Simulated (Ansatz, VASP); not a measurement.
**LuSc2N3: VASP beside Ansatz**

```
Lu Sc N
1.0
     7.18554    0.00000    0.00000
    -3.59277    6.22286    0.00000
     0.00000    0.00000    3.89512
Lu Sc N
1 2 3
Cartesian
  0.0000 0.0000 1.9476
  0.0000 4.1486 1.9476
  3.5928 2.0743 1.9476
  0.0000 4.1486 0.0000
  3.5928 2.0743 0.0000
  0.0000 0.0000 0.0000
```

Alike in both runs: functional PBE; k mesh 6 × 6 × 4; occupations gaussian, width 0.1 eV; no spin polarisation.

Ansatz relaxed the structure, and its values are those at the end. VASP's run is a single point on that final structure, the one shown.

```csv
,VASP,Ansatz
version,VASP 6.6.1,Ansatz 0.2.0
potentials or method,"VASP PAW PBE potentials, release 64 (Lu, Sc_sv, N)","scalar-relativistic, plane waves, PAW"
plane-wave cutoff (eV),520,420
valence electrons in the cell,62,62
```

```tsv
	VASP	Ansatz	Ansatz less VASP
gap on the k mesh at the Fermi level (eV)	none	none	-
pressure (GPa)	0.4	0.0	-0.31
```

A gap of «none» marks a metal or a gap that the smearing closes.

Caveats: the k mesh is coarse (spacing up to 0.40 Å⁻¹), so the values aren't converged. The runs have no spin-orbit coupling, so splittings on Lu are missing.
